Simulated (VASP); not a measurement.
Computed with AM05 GGA, VASP's PBE PAW potentials (set 64) (plane waves; VASP 6.6.1).

VASP ran on this input.

### POSCAR
```
GaAs
1
    0.0000000000     2.8250000000     2.8250000000
    2.8250000000     0.0000000000     2.8250000000
    2.8250000000     2.8250000000     0.0000000000
Ga As
1 1
Direct
  0.0000000000   0.0000000000   0.0000000000
  0.2500000000   0.2500000000   0.2500000000
```

**INCAR**
```
SYSTEM = GaAs
PREC = Accurate
ENCUT = 520
EDIFF = 1E-6
NELM = 100
ALGO = Normal
LREAL = .FALSE.
LASPH = .TRUE.
ISMEAR = 0
SIGMA = 0.05
GGA = AM
LMAXMIX = 4
LWAVE = .FALSE.
LCHARG = .FALSE.
IBRION = 2
ISIF = 3
NSW = 60
EDIFFG = -0.01
```

### KPOINTS
```
Automatic mesh
0
Gamma
7 7 7
0 0 0
```

POTCAR, in this order: Ga_d As (PBE.64 set). Program: vasp_std.

The resulting files:

### OUTCAR
```
 ion  position               nearest neighbor table
   1  0.000  0.000  0.000-   2 2.45   2 2.45   2 2.45   2 2.45
   2  0.250  0.250  0.250-   1 2.45   1 2.45   1 2.45   1 2.45
  LATTYP: Found a face centered cubic cell.
 ALAT       =     5.6500000000
 Subroutine PRICEL returns:
 Original cell was already a primitive cell.
 Subroutine GETGRP returns: Found 24 space group operations
The static configuration has the point symmetry T_d .
The dynamic configuration has the point symmetry T_d .
 Subroutine INISYM returns: Found 24 space group operations
 Subroutine IBZKPT returns following result:
 Found     20 irreducible k-points:

 Following reciprocal coordinates:
            Coordinates               Weight
  0.000000  0.000000  0.000000      1.000000
  0.142857  0.000000  0.000000      8.000000
  0.285714  0.000000  0.000000      8.000000
  0.428571  0.000000  0.000000      8.000000
  0.142857  0.142857  0.000000      6.000000
  0.285714  0.142857  0.000000     24.000000
  0.428571  0.142857  0.000000     24.000000
 -0.428571  0.142857  0.000000     24.000000
 -0.285714  0.142857  0.000000     24.000000
 -0.142857  0.142857  0.000000     12.000000
  0.285714  0.285714  0.000000      6.000000
  0.428571  0.285714  0.000000     24.000000
 -0.428571  0.285714  0.000000     24.000000
 -0.285714  0.285714  0.000000     12.000000
  0.428571  0.428571  0.000000      6.000000
 -0.428571  0.428571  0.000000     12.000000
  0.428571  0.285714  0.142857     24.000000
 -0.428571  0.285714  0.142857     48.000000
 -0.428571  0.428571  0.142857     24.000000
 -0.285714  0.428571  0.142857     24.000000
   k-points           NKPTS =     20   k-points in BZ     NKDIM =     20   number of bands    NBANDS=     13
   number of dos      NEDOS =    301   number of ions     NIONS =      2
   total plane-waves  NPLWV =  27000
   dimension x,y,z NGX =    30 NGY =   30 NGZ =   30
...
```

### OSZICAR
```
       N       E                     dE             d eps       ncg     rms          rms(c)
DAV:   1     0.825604374390E+02    0.82560E+02   -0.94978E+03   528   0.186E+03
DAV:   2    -0.242138772250E+01   -0.84982E+02   -0.82643E+02   550   0.328E+02
DAV:   3    -0.865731752974E+01   -0.62359E+01   -0.62000E+01   665   0.755E+01
DAV:   4    -0.876630316642E+01   -0.10899E+00   -0.10895E+00   594   0.111E+01
DAV:   5    -0.876845137910E+01   -0.21482E-02   -0.21481E-02   663   0.131E+00    0.295E+00
DAV:   6    -0.861430302678E+01    0.15415E+00   -0.26256E-01   817   0.107E+01    0.176E+00
DAV:   7    -0.858850181559E+01    0.25801E-01   -0.72565E-02   735   0.245E+00    0.544E-01
DAV:   8    -0.858907582013E+01   -0.57400E-03   -0.11718E-02   575   0.148E+00    0.106E-01
DAV:   9    -0.858968347077E+01   -0.60765E-03   -0.11834E-03   618   0.440E-01    0.503E-02
DAV:  10    -0.858978646065E+01   -0.10299E-03   -0.10110E-04   630   0.105E-01    0.270E-02
DAV:  11    -0.858986682761E+01   -0.80367E-04   -0.14312E-04   540   0.960E-02    0.317E-03
DAV:  12    -0.858986719597E+01   -0.36835E-06   -0.20413E-06   589   0.216E-02
   1 F= -.85898672E+01 E0= -.85898672E+01  d E =-.858987E+01
       N       E                     dE             d eps       ncg     rms          rms(c)
DAV:   1    -0.862330725565E+01   -0.33440E-01   -0.44703E-01   675   0.139E+01    0.103E+00
DAV:   2    -0.859801433391E+01    0.25293E-01   -0.45127E-02   635   0.491E+00    0.479E-01
DAV:   3    -0.859147985751E+01    0.65345E-02   -0.86490E-03   685   0.193E+00    0.993E-02
DAV:   4    -0.859090873841E+01    0.57112E-03   -0.75868E-04   613   0.452E-01    0.349E-02
DAV:   5    -0.859083052866E+01    0.78210E-04   -0.52072E-05   660   0.108E-01    0.956E-03
DAV:   6    -0.859082837970E+01    0.21490E-05   -0.70421E-06   628   0.465E-02    0.465E-03
DAV:   7    -0.859082903401E+01   -0.65431E-06   -0.13325E-06   425   0.217E-02
   2 F= -.85908290E+01 E0= -.85908290E+01  d E =-.961838E-03
       N       E                     dE             d eps       ncg     rms          rms(c)
DAV:   1    -0.859302538862E+01   -0.21970E-02   -0.27812E-02   670   0.339E+00    0.262E-01
DAV:   2    -0.859141921670E+01    0.16062E-02   -0.29820E-03   635   0.133E+00    0.120E-01
DAV:   3    -0.859101558365E+01    0.40363E-03   -0.49999E-04   680   0.461E-01    0.264E-02
DAV:   4    -0.859097846847E+01    0.37115E-04   -0.45329E-05   607   0.104E-01    0.883E-03
DAV:   5    -0.859097308832E+01    0.53802E-05   -0.31976E-06   524   0.271E-02    0.224E-03
DAV:   6    -0.859097287607E+01    0.21225E-06   -0.29995E-07   260   0.895E-03
   3 F= -.85909729E+01 E0= -.85909729E+01  d E =-.110568E-02
```

File OUTCAR:
```
------------------------ aborting loop because EDIFF is reached ----------------------------------------
  FORCE on cell =-STRESS in cart. coord.  units (eV):
  Direction    XX          YY          ZZ          XY          YZ          ZX
  --------------------------------------------------------------------------------------
  Total        0.0026680      0.0026680      0.0026680      0.0000000      0.0000000     -0.0000000
  in kB        0.0937702      0.0937702      0.0937702      0.0000000      0.0000000     -0.0000000
  external PRESSURE =       0.0937702 kB  Pullay stress =       0.0000000 kB
  volume of cell :       45.59
      direct lattice vectors                 reciprocal lattice vectors
     0.000000000  2.835312816  2.835312816    -0.176347385  0.176347385  0.176347385
     2.835312816  0.000000000  2.835312816     0.176347385 -0.176347385  0.176347385
     2.835312816  2.835312816  0.000000000     0.176347385  0.176347385 -0.176347385
  FREE ENERGIE OF THE ION-ELECTRON SYSTEM (eV)
  ---------------------------------------------------
  free  energy   TOTEN  =        -8.5909728761 eV

  energy  without entropy=       -8.5909728760  energy(sigma->0) =       -8.59097288

 reached required accuracy - stopping structural energy minimisation
```
(Selected blocks of OUTCAR.)

File CONTCAR:
```
GaAs
   1.00000000000000
     0.0000000000000000    2.8353128164837176    2.8353128164837176
     2.8353128164837176    0.0000000000000000    2.8353128164837176
     2.8353128164837176    2.8353128164837176    0.0000000000000000
  Ga              As
     1     1
Direct
     0.0000000000000000    0.0000000000000000    0.0000000000000000
     0.2500000000000000    0.2500000000000000    0.2500000000000000
```

The compound is GaAs in the zinc blende structure. This run relaxes it. Symmetry was kept, so distortions that lower it aren't found.
